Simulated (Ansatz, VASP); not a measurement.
**Pd (Palladium): VASP beside Ansatz**

Aim: how closely do two programs agree when they are given the same cell, functional and k mesh?

Program: Ansatz 0.2.0. Level of theory: plane waves, with VASP 6.6.1 beside it; relaxation of cell and atoms at PBEsol. Results are calculated unless marked as measured.

### 1. Starting point

It takes space group Fm-3m (No. 225, cubic). Conventional cell: a = 3.890 Å, b = 3.890 Å, c = 3.890 Å, α = 90.00°, β = 90.00°, γ = 90.00°. Pd has 12 Pd at 2.75 Å nearest.

Coordinates:

```
Pd
1.0
     0.00000    1.94490    1.94490
     1.94490    0.00000    1.94490
     1.94490    1.94490    0.00000
Pd
1
Direct
  0.00000 0.00000 0.00000
```

### 2. VASP: relaxation of cell and atoms, PBEsol

The relaxed volume is the usual yardstick between codes: its relative difference is about their pressure difference at one cell divided by the bulk modulus.

Lines of VASP's logs that name or quote its potential files are left out, and so is its time.

Contents of INCAR:

```
SYSTEM = Pd
PREC = Accurate
ENCUT = 450
EDIFF = 1E-06
NELM = 100
ISMEAR = 1
SIGMA = 0.1
LREAL = .FALSE.
ALGO = Normal
GGA = PS
NBANDS = 11
LORBIT = 11
LWAVE = .FALSE.
LCHARG = .FALSE.
KPAR = 2
IBRION = 2
NSW = 50
ISIF = 3
EDIFFG = -0.01
```

Contents of POSCAR:

```
Pd
1.0
    0.0000000000      1.9449000000      1.9449000000
    1.9449000000      0.0000000000      1.9449000000
    1.9449000000      1.9449000000      0.0000000000
Pd
1
Direct
    0.0000000000      0.0000000000      0.0000000000
```

Contents of KPOINTS:

```
Automatic mesh
0
Gamma
12 12 12
0 0 0
```

The projector-augmented-wave data sets are Pd (PBE family, release 64).

Run with:

```bash
mpirun -np 2 vasp_std
```

Numbers of over 12 decimals in the logs are rounded to 6 here.

The log of the run:

```text
[banner, memory and clock lines left out]
running    2 mpi-ranks, on    1 nodes
 distrk:  each k-point on    1 cores,    2 groups
 distr:  one band on    1 cores,    1 groups

 POSCAR found type information on POSCAR Pd
 POSCAR found :  1 types and       1 ions
|                                                                             |
|               ----> ADVICE to this user running VASP <----                  |
|                                                                             |
|     You enforced a specific xc type in the INCAR file but a different       |
|     [... a line on the potential file left out ...]
|     I HOPE YOU KNOW WHAT YOU ARE DOING!                                     |
|                                                                             |

 LDA part: xc-table for (Slater+PW92), standard interpolation
 POSCAR, INCAR and KPOINTS ok, starting setup
 FFT: planning ... GRIDC
 FFT: planning ... GRID_SOFT
 FFT: planning ... GRID
 WAVECAR not read
 entering main loop
       N       E                     dE             d eps       ncg     rms          rms(c)
DAV:   1     0.363729436360E+02    0.36373E+02   -0.46993E+03  1616   0.751E+02
DAV:   2    -0.584570076405E+01   -0.42219E+02   -0.40755E+02  1795   0.169E+02
DAV:   3    -0.635331909544E+01   -0.50762E+00   -0.50454E+00  1875   0.197E+01
DAV:   4    -0.635554436287E+01   -0.22253E-02   -0.22249E-02  1908   0.138E+00
DAV:   5    -0.635556748542E+01   -0.23123E-04   -0.23122E-04  2022   0.128E-01    0.838E+00
DAV:   6    -0.597980221116E+01    0.37577E+00   -0.15554E+00  1944   0.101E+01    0.369E+00
DAV:   7    -0.596763799860E+01    0.12164E-01   -0.36439E-02  2089   0.124E+00    0.192E+00
DAV:   8    -0.596297322458E+01    0.46648E-02   -0.18288E-03  1955   0.413E-01    0.134E-01
DAV:   9    -0.596292986253E+01    0.43362E-04   -0.15868E-04  2064   0.109E-01    0.139E-02
DAV:  10    -0.596293544996E+01   -0.55874E-05   -0.53393E-06  1977   0.219E-02    0.128E-02
DAV:  11    -0.596293450220E+01    0.94776E-06   -0.89894E-07  1313   0.842E-03
   1 F= -.59629345E+01 E0= -.59622388E+01  d E =-.596293E+01
 curvature:   0.00 expect dE= 0.000E+00 dE for cont linesearch  0.000E+00
 trial: gam= 0.00000 g(F)=  0.132E-62 g(S)=  0.990E-02 ort = 0.000E+00 (trialstep = 0.100E+01)
 search vector abs. value=  0.990E-02
 bond charge predicted
       N       E                     dE             d eps       ncg     rms          rms(c)
DAV:   1    -0.613327486013E+01   -0.17034E+00   -0.32171E+00  1767   0.175E+01    0.298E+00
DAV:   2    -0.596113079504E+01    0.17214E+00   -0.73497E-01  1914   0.684E+00    0.577E-01
DAV:   3    -0.595939876056E+01    0.17320E-02   -0.10790E-02  2143   0.681E-01    0.339E-01
DAV:   4    -0.595954743271E+01   -0.14867E-03   -0.21144E-03  1906   0.320E-01    0.387E-02
DAV:   5    -0.595953787763E+01    0.95551E-05   -0.21793E-05  1925   0.424E-02    0.171E-02
DAV:   6    -0.595954039971E+01   -0.25221E-05   -0.12347E-06  2118   0.710E-03    0.111E-03
DAV:   7    -0.595954048871E+01   -0.89006E-07   -0.47003E-08  1265   0.147E-03
   2 F= -.59595405E+01 E0= -.59588555E+01  d E =0.339401E-02
 trial-energy change:    0.003394  1 .order    0.003771   -0.009898    0.017441
 step:   0.3816(harm=  0.3620)  dis= 0.00000  next Energy=    -5.964844 (dE=-0.191E-02)
 bond charge predicted
       N       E                     dE             d eps       ncg     rms          rms(c)
DAV:   1    -0.603474172196E+01   -0.75201E-01   -0.12514E+00  1779   0.109E+01    0.177E+00
DAV:   2    -0.596523084812E+01    0.69511E-01   -0.31023E-01  1788   0.436E+00    0.500E-01
DAV:   3    -0.596483420690E+01    0.39664E-03   -0.20351E-03  2059   0.303E-01    0.304E-01
DAV:   4    -0.596486670969E+01   -0.32503E-04   -0.74361E-04  1902   0.212E-01    0.183E-02
DAV:   5    -0.596487004379E+01   -0.33341E-05   -0.20506E-05  2002   0.333E-02    0.930E-03
DAV:   6    -0.596487134049E+01   -0.12967E-05   -0.69915E-07  1878   0.713E-03    0.855E-04
DAV:   7    -0.596487129636E+01    0.44127E-07   -0.10652E-08  1212   0.935E-04
   3 F= -.59648713E+01 E0= -.59641908E+01  d E =-.193679E-02
 curvature:  -0.18 expect dE=-0.239E-07 dE for cont linesearch -0.239E-07
 trial: gam=-0.00364 g(F)=  0.291E-62 g(S)=  0.132E-06 ort = 0.362E-04 (trialstep = 0.876E+00)
 search vector abs. value=  0.102E-09
 reached required accuracy - stopping structural energy minimisation
```

From OUTCAR (step 2):

```text
ion  position               nearest neighbor table
   1  0.000  0.000  0.000-

  LATTYP: Found a face centered cubic cell.
 ALAT       =     3.8898000000

 Subroutine GETGRP returns: Found 48 space group operations
 (whereof 48 operations were pure point group operations)

The static configuration has the point symmetry O_h .

 Found     72 irreducible k-points:

   k-points           NKPTS =     72   k-points in BZ     NKDIM =     72   number of bands    NBANDS=     11

   dimension x,y,z NGX =    20 NGY =   20 NGZ =   20
   dimension x,y,z NGXF=    40 NGYF=   40 NGZF=   40

   ENCUT  =  450.0 eV  33.07 Ry    5.75 a.u.   4.76  4.76  4.76*2*pi/ulx,y,z

   NELECT =      10.0000    total number of electrons

 k-points in reciprocal lattice and weights: Automatic mesh
   0.00000000  0.00000000  0.00000000       0.001
   0.08333333  0.00000000  0.00000000       0.005
   0.16666667  0.00000000  0.00000000       0.005
   0.25000000  0.00000000  0.00000000       0.005
   0.33333333  0.00000000  0.00000000       0.005
   0.41666667  0.00000000  0.00000000       0.005
   0.50000000  0.00000000  0.00000000       0.002
   0.08333333  0.08333333  0.00000000       0.003
   0.16666667  0.08333333  0.00000000       0.014
[...]
-0.33333333  0.50000000  0.16666667       0.007
  -0.25000000  0.50000000  0.25000000       0.003

 average (electrostatic) potential at core
       1 -70.2807

 E-fermi :   9.8633

 k-point     1 :       0.0000    0.0000    0.0000
  band No.  band energies     occupation
    ...
      2       6.9586      2.00000
      3       6.9586      2.00000
      4       6.9586      2.00000
      5       8.6407      2.00000
      6       8.6407      2.00000
      7      27.0431      0.00000
      8      31.9129      0.00000
      9      31.9129      0.00000
     10      31.9129      0.00000
     11      35.8979      0.00000

 k-point     2 :       0.0833    0.0000    0.0000
  band No.  band energies     occupation
    ...
      2       6.8691      2.00000
      3       7.0460      2.00000
      4       7.0460      2.00000
      5       8.6000      2.00000
      6       8.6000      2.00000
      7      27.3098      0.00000
      8      30.4153      0.00000
      9      32.2119      0.00000
     10      32.2119      0.00000
     11      35.9570      0.00000

 k-point     3 :       0.1667    0.0000    0.0000
  band No.  band energies     occupation
    ...
      2       6.7126      2.00000
      3       7.2239      2.00000
      4       7.2239      2.00000
      5       8.5710      2.00000
      6       8.5710      2.00000
      7      27.2149      0.00000
      8      28.3891      0.00000
      9      32.9944      0.00000
     10      32.9944      0.00000
     11      35.9346      0.00000

  Total       -0.0009554     -0.0009554     -0.0009554     -0.0000000      0.0000000     -0.0000000
  in kB       -0.1055513     -0.1055513     -0.1055513     -0.0000000      0.0000000     -0.0000000
  external PRESSURE =      -0.1055513 kB  Pullay stress =       0.0000000 kB

  energy-cutoff  :      450.00
  volume of cell :       14.50
      direct lattice vectors                 reciprocal lattice vectors
    -0.000000000  1.935536909  1.935536909    -0.258326254  0.258326254  0.258326254
     1.935536909  0.000000000  1.935536909     0.258326254 -0.258326254  0.258326254
     1.935536909  1.935536909 -0.000000000     0.258326254  0.258326254 -0.258326254

 POSITION                                       TOTAL-FORCE (eV/Angst)
 -----------------------------------------------------------------------------------
      0.00000      0.00000      0.00000         0.000000      0.000000      0.000000
 -----------------------------------------------------------------------------------
    total drift:                               -0.000000     -0.000000     -0.000000

  FREE ENERGIE OF THE ION-ELECTRON SYSTEM (eV)
  ---------------------------------------------------
  free  energy   TOTEN  =        -5.9648712964 eV

  energy  without entropy=       -5.9628297438  energy(sigma->0) =       -5.96419078

 reached required accuracy - stopping structural energy minimisation

 total charge
# of ion       s       p       d       tot
------------------------------------------
    1        0.494   0.506   8.459   9.459

[... 3 further parts left out ...]
```

CONTCAR:

```
Pd
   1.00000000000000
    -0.0000000000000000    1.9355369093058543    1.9355369093058543
     1.9355369093058543    0.0000000000000000    1.9355369093058543
     1.9355369093058543    1.9355369093058543   -0.0000000000000000
  Pd
     1
Direct
     0.0000000000000000    0.0000000000000000    0.0000000000000000
```

### 3. Ansatz: relaxation of cell and atoms, PBEsol

Ansatz runs on its default PAW (the set named soft_2) files.

The same cell, functional, mesh and smearing now go to Ansatz, which takes its cutoff from its data sets.

Contents of input.yaml:

```yaml
crystal:
  lattice:
    - [0.0, 1.9449, 1.9449]
    - [1.9449, 0.0, 1.9449]
    - [1.9449, 1.9449, 0.0]
  atoms:
    - { symbol: Pd, position: [0.0, 0.0, 0.0] }
hamiltonian:
  xc: pbesol
  pseudopotentials: { kind: paw }
kpoints:
  mp_grid: { grid: [12, 12, 12] }
scf:
  occupations: { method: methfessel_paxton, width: 0.1 }
relax:
  f_tol: 0.01
  max_steps: 60
  cell: { stress_tol: 0.05 }
output:
  forces: true
  stress: true
```

Run with:

```bash
ansatz run input.yaml --threads 4 --pin off --max-ram 9216MiB --backend cpu --events-out ev --progress --plain --runs-dir out
```

The log of the run:

```text
Engine: ansatz 0.2.0, aarch64-unknown-linux-gnu
Pseudopotentials: kind: paw
Pseudopotential: Pd, paw, valence charge 18, recommended cutoff 420 eV (normal), Pd.paw.azcp
Functional definition: PBEsol
  exchange = pbesol_x
  correlation = pbesol_c
Crystal: 1 atoms, lattice volume = 14.714 Å³
Basis set: ecut = 420 eV, 283 PW (Γ), exchange–correlation on 40×40×40 points (8 copies of the dense FFT grid, shifted against one another)
Bands: 13, of which v1, the nominal top of the filled ones, is band 9 counted from 1 (8 counted from 0)
Symmetry: 48 space group operations
Space group: Fm-3m (ITA 225), of the structure as read, at distance tolerance 2.5e-5 Å
k-points: 72 of 1728
Non-local potential: Pd, projectors of the file, l = 0: 2, l = 1: 2, l = 2: 2, l = 3: 1
PAW form: soft (Blöchl's): semilocal exchange-correlation on the pseudo side does not see the compensation charge
PAW frozen core: Pd, regenerated for the run's functional, and the local potential with it (the file was generated under x = pbe(κ = 0.804, μ = 0.219515), c = pbe(β = 0.066725))
PAW one-centre angular grid: Pd, 590 points (default); XC on 64 Gauss nodes
Initial density: superposition of atomic densities (neutral atoms: chi_scale 0, normalization atom), corrected by the library's trained network
Initial wavefunctions: pseudopotential atomic-orbital guess
Functional: x = pbesol(κ = 0.804, μ = 0.123457), c = pbesol(β = 0.046)
SCF iter   1: F=—  HF=-6906.654343 eV  |F-HF|=—  |Δ(HF+E_count)|=         —  Δρ=1.18e-2  dr2=1.65e-2  ethr=1.77e-3  ⟨swp⟩=5.0  Hψ=5379  notcnv=0
preconditioner: auto → none  [metal: Δε(μ)=0.017 eV  Ē_g=14.034 eV  σ=0.100 eV  W_gap=0.14  n_scr=8 (ndim 8)  ℏωp=30.6 eV  f_vac=0.000  D(μ)=2.98/eV (n_scr^D=58)  sad-step TF]
SCF iter   2: F=—  HF=-6906.649950 eV  |F-HF|=—  |Δ(HF+E_count)|=   4.39e-3  S|Δr|=    0.00e0  Δρ=3.55e-3  dr2=1.10e-3  ethr=9.14e-5  ⟨swp⟩=1.1  Hψ=1517  notcnv=0
SCF iter   3: F=—  HF=-6906.649646 eV  |F-HF|=—  |Δ(HF+E_count)|=   3.04e-4  S|Δr|=    0.00e0  Δρ=7.80e-4  dr2=1.94e-5  ethr=6.10e-6  ⟨swp⟩=2.2  Hψ=1211  notcnv=0
SCF iter   4: F=—  HF=-6906.649652 eV  |F-HF|=—  |Δ(HF+E_count)|=   5.91e-6  S|Δr|=    0.00e0  Δρ=6.88e-5  dr2=2.50e-7  ethr=1.08e-7  ⟨swp⟩=2.3  Hψ=1268  notcnv=0
SCF iter   5: F=-6906.649652 eV  HF=-6906.649652 eV  |F-HF|=2.16e-9  |Δ(HF+E_count)|=   3.58e-7  S|Δr|=    0.00e0  Δρ=7.25e-6  dr2=4.64e-9  ethr=5.56e-10  ⟨swp⟩=4.0  Hψ=2900  notcnv=0
SCF 1 converged in 5 iterations: F = -6906.649652 eV  dr2 = 4.64e-9
  greatest PAW one-centre occupation: 0.999 electrons in one spin orbital (limit 2), on the Pd atom at site 0 (counted from 0), in its partial waves of l = 0
relax step   1: F+E_penalty+E_count = -6906.64965249 eV  Δ(F+E_penalty+E_count) = +0.000e0 eV  max|allowed force component| = 0.000e0 eV/Å  Δτ_max = 0.0000 Å  P = -2.613 GPa  Ω = 14.714 Å³  (5 SCF iters, dr2 threshold 1.00e-7 eV, accepted)
[...]
relax step   2: F+E_penalty+E_count = -6906.65042350 eV  Δ(F+E_penalty+E_count) = -7.710e-4 eV  max|allowed force component| = 0.000e0 eV/Å  Δτ_max = 0.0000 Å  P = +2.095 GPa  Ω = 14.377 Å³  energy of the carried Pulay correction = +9.438e-5 eV  (5 SCF iters, dr2 threshold 1.00e-7 eV, accepted)
[...]
relax step   3: F+E_penalty+E_count = -6906.65130561 eV  Δ(F+E_penalty+E_count) = -8.821e-4 eV  max|allowed force component| = 0.000e0 eV/Å  Δτ_max = 0.0000 Å  P = -0.067 GPa  Ω = 14.525 Å³  energy of the carried Pulay correction = +5.265e-5 eV  (5 SCF iters, dr2 threshold 1.00e-7 eV, accepted)
[...]
relax step   4: F+E_penalty+E_count = -6906.65130789 eV  Δ(F+E_penalty+E_count) = -2.282e-6 eV  max|allowed force component| = 0.000e0 eV/Å  Δτ_max = 0.0000 Å  P = -0.001 GPa  Ω = 14.520 Å³  energy of the carried Pulay correction = +5.395e-5 eV  (3 SCF iters, dr2 threshold 1.12e-8 eV, accepted)
[...]
relax step   5: F+E_penalty+E_count = -6906.65124924 eV  Δ(F+E_penalty+E_count) = +5.865e-5 eV  max|allowed force component| = 0.000e0 eV/Å  Δτ_max = 0.0000 Å  P = +0.006 GPa  Ω = 14.520 Å³  stress off target by 6.09e-3 GPa  SCF on the basis re-selected at this cell (its energy is not comparable with the rows above)  (5 SCF iters)
basis re-selected at this cell: Δ(F+E_penalty+E_count) = +5.865e-5 eV, ΔP = +0.007 GPa vs the last step (what re-selecting the basis moved, of the pressure what is left beyond the Pulay correction that the steps carried, after the strain that the cell walked since its last selection, with what the two solves' SCF thresholds leave and, on support functions, any second-order correction that the steps lacked; it is no measure of the basis error at this ecutwfc). This SCF's stress stands 6.09e-3 GPa from its target on what of the cell is left free (relax.cell.stress_tol is 5.00e-2 GPa) and its largest allowed force component is 0.00e0 eV/Å (relax.f_tol is 1.00e-2 eV/Å): [rest of the remark cut]
SCF converged after 5 iterations
Stability not checked: this state was not tested for a lower state beside it, because cold or Methfessel-Paxton smearing, or corrected tetrahedra, fill the levels in a way that the test cannot read (fill_not_monotonic; see scf.lower_state_search)
Free energy (F): -6906.651249 eV
Harris-Foulkes:  -6906.651249 eV  (|F-HF|=9.09e-13)
Internal energy: -6906.649206 eV  (E = F + TS)
E sigma→0 (E₀):  -6906.650738 eV
Entropy (-TS):   -0.002044 eV (-2.044 meV/atom)
Fermi energy:    20.032544 eV
--- Per-component energies (eV) ---
  E_band       = -132.993523
  E_kinetic    = 513.543078
  E_local      = -1725.794439  (includes V_loc(G=0)·N_el)
  E_nonlocal   = 219.079880
  E_hartree    = 700.475544
  E_xc         = -167.854257
  E_vxc        = -211.404087  (∫ρ·V_xc dr)
  E_paw        = -3684.679769  (= ΣΔE_a)
  E_vpaw       = -329.369289  (= ΣTr[D̂ρ^β])
  E_aug_tail   = 0.000239  (compensation charges beyond the density's cutoff)
  E_ewald      = -2761.722007
  E_core_change = 0.302524  (= ΣΔE_core)
  E_smearing   = -0.002044  (= −TS)
  E_closure    = -0.000000  (closes the sum)
  Σ components = -6906.651249   (vs F -6906.651249, Δ=0.00e0)
--- Forces (eV/Å), atoms counted from 1 ---
  atom   1  Pd     0.00000000    -0.00000000     0.00000000
  max |Σ_I F_I| component: 6.98e-32 eV/Å
--- Stress (GPa, compression-positive) ---
        0.006092      -0.000000      -0.000000
       -0.000000       0.006092      -0.000000
       -0.000000      -0.000000       0.006092
  P = ⅓ Tr σ = 0.0061 GPa (0.061 kbar)
--- Relaxed structure (4 steps of the walk, 4 accepted, 1 SCFs on fresh bases) ---
  F+E_penalty+E_count = -6906.65124924 eV   max|allowed force component| = 0.000e0 eV/Å   (the final SCF, on the basis selected at the relaxed cell)
  cell:  # Å, volume = 14.5204 Å³
    - [0, 1.936347, 1.936347]
    - [1.936347, 0, 1.936347]
    - [1.936347, 1.936347, 0]
  atoms:
    - { symbol: Pd, position: [0.0, 0.0, 0.0] }
```

It took 1.4 s on 4 threads of Arm Neoverse V1, shared host; peak memory 0.28 GiB.

### 4. Differences

Known differences besides the potentials themselves: both relaxations stop at a tolerance, which leaves soft axes loose, and VASP keeps its plane-wave basis; the data sets hold 18 valence electrons in Ansatz (default PAW (the set named soft_2) files) and 10 in VASP; the cutoff is 420 eV in Ansatz and 450 eV in VASP; Ansatz makes its cores anew for this functional, VASP keeps those of its PBE data sets; VASP leaves aspherical gradient terms in its spheres out (LASPH is not set), Ansatz keeps them; Ansatz adds a Pulay correction to the stress that steers its cell, VASP none. Total energies have different zeros and are not compared.

Compared:

```tsv
quantity	Ansatz	VASP	difference
volume (Å³)	14.52	14.50	+0.13 %
edge a after relaxation, in the typed setting (Å)	2.738	2.737	+0.04 %
```

The walks stopped with 0.01 GPa left in Ansatz and -0.01 GPa in VASP; each walk ends within a tolerance, so the volume difference is uncertain by about these residues over the bulk modulus, most in soft cells.

### 5. Outcome

```
difference in volume (relaxation of cell and atoms, PBEsol) : 0.13 %
```

In words: The difference in volume is 0.13 % (relaxation of cell and atoms, PBEsol), within the 1.2 % picked in this series as the mark of a large difference, as far as the stopping tolerances let one tell. Such differences can come from data sets, numerical settings and the points named under the comparisons, not from the functional's error against experiment.

[Lines on the potential files, build, host, timing and source positions are cut from VASP's logs without a mark.]

[Logs are printed without paths, hosts, clocks, repeated set-up lines and the standing remarks that a program may print on its own settings, such as how far it seeks lower states.]

[Hosts, paths, dates, database ids (printed as entryN), source tags and the programs' standing remarks are cut or masked in the printed files.]
